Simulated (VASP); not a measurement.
Computed with TPSS meta-GGA, VASP's PBE PAW potentials (set 64) (plane waves; VASP).

Input for VASP

**POSCAR**
```
SiC
4.2754830
  0.0000000000   0.4999999473   0.4999999473
  0.4999999473   0.0000000000   0.4999999473
  0.4999999473   0.4999999473   0.0000000000
Si C
1 1
Cartesian
  0.0000000000   0.0000000000   0.0000000000
  0.2499999737   0.2499999737   0.2499999737
```

### INCAR
```
SYSTEM = SiC
PREC = Accurate
ENCUT = 520
EDIFF = 1E-7
NELM = 100
ALGO = Normal
LREAL = .FALSE.
LASPH = .TRUE.
ISMEAR = 0
SIGMA = 0.05
METAGGA = TPSS
LMIXTAU = .TRUE.
LWAVE = .FALSE.
LCHARG = .FALSE.
ISIF = 2
```

### KPOINTS
```
Automatic mesh
0
Gamma
10 10 10
0 0 0
```

POTCAR, in this order: Si C (PBE.64 set). Program: vasp_std.

Output of the run:

### OSZICAR
```
       N       E                     dE             d eps       ncg     rms          rms(c)
DAV:   1    -0.207459362500E+01   -0.20746E+01   -0.42597E+03   792   0.879E+02
DAV:   2    -0.217685636670E+02   -0.19694E+02   -0.18484E+02  1120   0.110E+02
DAV:   3    -0.220322844836E+02   -0.26372E+00   -0.26372E+00   880   0.158E+01
DAV:   4    -0.220327913365E+02   -0.50685E-03   -0.50685E-03  1168   0.765E-01
DAV:   5    -0.220327914798E+02   -0.14333E-06   -0.14333E-06   904   0.104E-02    0.102E+01
DAV:   6    -0.208959747005E+02    0.11368E+01   -0.30325E+00   752   0.220E+01    0.535E+00
DAV:   7    -0.194718395724E+02    0.14241E+01   -0.25717E+04   752   0.416E+05    0.235E+00
DAV:   8    -0.209433384458E+02   -0.14715E+01   -0.29628E+00   768   0.254E+01    0.140E+00
DAV:   9    -0.209092483019E+02    0.34090E-01   -0.99010E-02   992   0.268E+00    0.548E-01
DAV:  10    -0.209447686547E+02   -0.35520E-01   -0.12793E-02   984   0.146E+00    0.358E-01
DAV:  11    -0.209510660792E+02   -0.62974E-02   -0.12709E-02   976   0.953E-01    0.298E-01
DAV:  12    -0.209520683904E+02   -0.10023E-02   -0.23430E-03   808   0.404E-01    0.103E-01
DAV:  13    -0.209526139733E+02   -0.54558E-03   -0.20401E-04   904   0.125E-01    0.799E-02
DAV:  14    -0.209525491633E+02    0.64810E-04   -0.17891E-04   760   0.125E-01    0.429E-02
DAV:  15    -0.209526924869E+02   -0.14332E-03   -0.89159E-05   784   0.850E-02    0.812E-03
DAV:  16    -0.209526926009E+02   -0.11401E-06   -0.98599E-06   816   0.335E-02    0.441E-03
DAV:  17    -0.209526925155E+02    0.85399E-07   -0.28034E-07  1056   0.544E-03
   1 F= -.20952693E+02 E0= -.20952693E+02  d E =-.307929E-15
```

**OUTCAR**
```
------------------------ aborting loop because EDIFF is reached ----------------------------------------
  FORCE on cell =-STRESS in cart. coord.  units (eV):
  Direction    XX          YY          ZZ          XY          YZ          ZX
  --------------------------------------------------------------------------------------
  Total        1.8564538      1.8564538      1.8564538      0.0000000      0.0000000      0.0000000
  in kB      152.2296695    152.2296695    152.2296695      0.0000000      0.0000000      0.0000000
  external PRESSURE =     152.2296695 kB  Pullay stress =       0.0000000 kB
  volume of cell :       19.54
      direct lattice vectors                 reciprocal lattice vectors
     0.000000000  2.137741275  2.137741275    -0.233891728  0.233891728  0.233891728
     2.137741275  0.000000000  2.137741275     0.233891728 -0.233891728  0.233891728
     2.137741275  2.137741275  0.000000000     0.233891728  0.233891728 -0.233891728
  FREE ENERGIE OF THE ION-ELECTRON SYSTEM (eV)
  ---------------------------------------------------
  free  energy   TOTEN  =       -20.9526925155 eV

  energy  without entropy=      -20.9526925155  energy(sigma->0) =      -20.95269252
```
(Selected blocks of OUTCAR.)

The compound is SiC in the zinc blende structure. This cell is one point of a volume scan, at 0.94 of the reference volume.
